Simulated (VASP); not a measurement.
All values below come from PBE GGA, VASP's PBE PAW potentials (set 64) (plane waves; VASP 6.6.1).

A VASP calculation is set up with these files.

### INCAR
```
# general
SYSTEM  = InP
PREC    = Accurate
ENCUT   = 480
LREAL   = F   # projection in real space or not
LASPH   = T   # aspherical one-centre terms

# electronic loop
EDIFF   = 1E-7
NELM    = 100
ALGO    = Normal
LMAXMIX = 4   # l cut-off of mixed one-centre charges

# smearing
ISMEAR  = 0
SIGMA   = 0.05

# functional
GGA     = PE   # PBE

# ions
ISIF    = 2

# output
LWAVE   = F
LCHARG  = F
```

POSCAR:
```
InP
1.0
  0.0000000000   2.9779739869   2.9779739869
  2.9779739869   0.0000000000   2.9779739869
  2.9779739869   2.9779739869   0.0000000000
In P
1 1
direct
  0.0000000000   0.0000000000   0.0000000000
  0.2500000000   0.2500000000   0.2500000000
```

### KPOINTS
```
Automatic mesh
0
gamma
8 8 8
0 0 0
```

POTCAR, in this order: In_d P (PBE.64 set). Program: vasp_std.

The run wrote:

**OSZICAR**
```
       N       E                     dE             d eps       ncg     rms          rms(c)
DAV:   1     0.113213661860E+03    0.11321E+03   -0.82939E+03   754   0.146E+03
DAV:   2    -0.809358246679E+00   -0.11402E+03   -0.11096E+03   789   0.322E+02
DAV:   3    -0.859694269635E+01   -0.77876E+01   -0.77450E+01   994   0.904E+01
DAV:   4    -0.879860769549E+01   -0.20166E+00   -0.20155E+00   892   0.160E+01
DAV:   5    -0.880841800901E+01   -0.98103E-02   -0.98099E-02  1102   0.310E+00    0.526E+00
DAV:   6    -0.842810771999E+01    0.38031E+00   -0.74972E-01  1097   0.150E+01    0.324E+00
DAV:   7    -0.840506435030E+01    0.23043E-01   -0.18831E-01  1034   0.360E+00    0.121E+00
DAV:   8    -0.840548221958E+01   -0.41787E-03   -0.15454E-02   965   0.179E+00    0.324E-01
DAV:   9    -0.840622788645E+01   -0.74567E-03   -0.23646E-03   948   0.738E-01    0.188E-01
DAV:  10    -0.840626528190E+01   -0.37395E-04   -0.19853E-04   987   0.120E-01    0.129E-01
DAV:  11    -0.840632433766E+01   -0.59056E-04   -0.50084E-05   854   0.523E-02    0.407E-02
DAV:  12    -0.840633838607E+01   -0.14048E-04   -0.41716E-05   880   0.110E-01    0.204E-02
DAV:  13    -0.840633858556E+01   -0.19949E-06   -0.20512E-06   930   0.143E-02    0.176E-02
DAV:  14    -0.840633888048E+01   -0.29492E-06   -0.10018E-06   824   0.105E-02    0.484E-03
DAV:  15    -0.840633898513E+01   -0.10465E-06   -0.72762E-08   682   0.196E-03    0.278E-03
DAV:  16    -0.840633898727E+01   -0.21378E-08   -0.12832E-08   427   0.212E-03
   1 F= -.84063390E+01 E0= -.84063390E+01  d E =-.383633E-12
```

OUTCAR:
```
------------------------ aborting loop because EDIFF is reached ----------------------------------------
  FORCE on cell =-STRESS in cart. coord.  units (eV):
  Direction    XX          YY          ZZ          XY          YZ          ZX
  --------------------------------------------------------------------------------------
  Total        0.0217053      0.0217053      0.0217053      0.0000000      0.0000000      0.0000000
  in kB        0.6583919      0.6583919      0.6583919      0.0000000      0.0000000      0.0000000
  external PRESSURE =       0.6583919 kB  Pullay stress =       0.0000000 kB
  volume of cell :       52.82
      direct lattice vectors                 reciprocal lattice vectors
     0.000000000  2.977973987  2.977973987    -0.167899385  0.167899385  0.167899385
     2.977973987  0.000000000  2.977973987     0.167899385 -0.167899385  0.167899385
     2.977973987  2.977973987  0.000000000     0.167899385  0.167899385 -0.167899385
  FREE ENERGIE OF THE ION-ELECTRON SYSTEM (eV)
  ---------------------------------------------------
  free  energy   TOTEN  =        -8.4063389873 eV

  energy  without entropy=       -8.4063389873  energy(sigma->0) =       -8.40633899
```
(Selected blocks of OUTCAR.)

The compound is InP in the zinc blende structure. It was relaxed first.
